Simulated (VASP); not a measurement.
An input for Quantum ESPRESSO's pw.x (written as the equivalent of a VASP run, and not itself run):

```
&CONTROL
  calculation = 'scf'
  pseudo_dir = './pseudo'
  outdir = './out'
  tprnfor = .true.
  tstress = .false.
/
&SYSTEM
  ibrav = 0
  nat = 2
  ntyp = 2
  ecutwfc = 74
  occupations = 'smearing'
  smearing = 'gaussian'
  degauss = 0.003675
  input_dft = 'hse'
  nqx1 = 6
  nqx2 = 6
  nqx3 = 6
  screening_parameter = 0.1058
/
&ELECTRONS
  conv_thr = 7.3e-08
  electron_maxstep = 60
/
ATOMIC_SPECIES
  K 39.098 K.upf
  Br 79.904 Br.upf
CELL_PARAMETERS angstrom
     0.0000000    3.2841905    3.2841905
     3.2841905    0.0000000    3.2841905
     3.2841905    3.2841905    0.0000000
ATOMIC_POSITIONS crystal
  K    0.0000000  0.0000000  0.0000000
  Br   0.5000000  0.5000000  0.5000000
K_POINTS automatic
  6 6 6 0 0 0
```

Translate this input to VASP (INCAR, KPOINTS, POSCAR, choice of POTCAR).

This is not unique; one that fits is 
File KPOINTS:
```
Automatic mesh
0
Gamma
6 6 6
0 0 0
```

### POSCAR
```
KBr
1
    0.0000000000     3.2841905039     3.2841905039
    3.2841905039     0.0000000000     3.2841905039
    3.2841905039     3.2841905039     0.0000000000
K Br
1 1
Direct
  0.0000000000   0.0000000000   0.0000000000
  0.5000000000   0.5000000000   0.5000000000
```

INCAR:
```
# general
SYSTEM   = KBr
PREC     = Accurate
ENCUT    = 520   # plane-wave cut-off (eV)
LREAL    = .FALSE.
LASPH    = .TRUE.
ISYM     = 3

# electronic loop
EDIFF    = 1E-6   # SCF stop (eV)
NELM     = 60   # most electronic steps
ALGO     = Normal   # blocked Davidson
LMAXMIX  = 4   # l cut-off of mixed one-centre charges

# smearing
ISMEAR   = 0   # Gaussian
SIGMA    = 0.05

# functional
GGA      = PE
LHFCALC  = .TRUE.
AEXX     = 0.25
HFSCREEN = 0.2   # 1/Angstrom
PRECFOCK = Fast

# ions
ISIF     = 2   # forces and stress, cell fixed

# output
LWAVE    = .FALSE.
LCHARG   = .FALSE.
```

POTCAR, in this order: K_sv Br (PBE.64 set). Program: vasp_std. Read from the step before: WAVECAR.

What does not carry over: the potentials are each code's own (VASP's PAW set, PseudoDojo norm-conserving files in pw.x), so ENCUT and ecutwfc are chosen apart and not converted; conv_thr bounds pw.x's estimated SCF error, while EDIFF bounds the energy change between steps.

The compound is KBr in the rock salt structure. This cell is one point of a volume scan, at 0.94 of the reference volume.
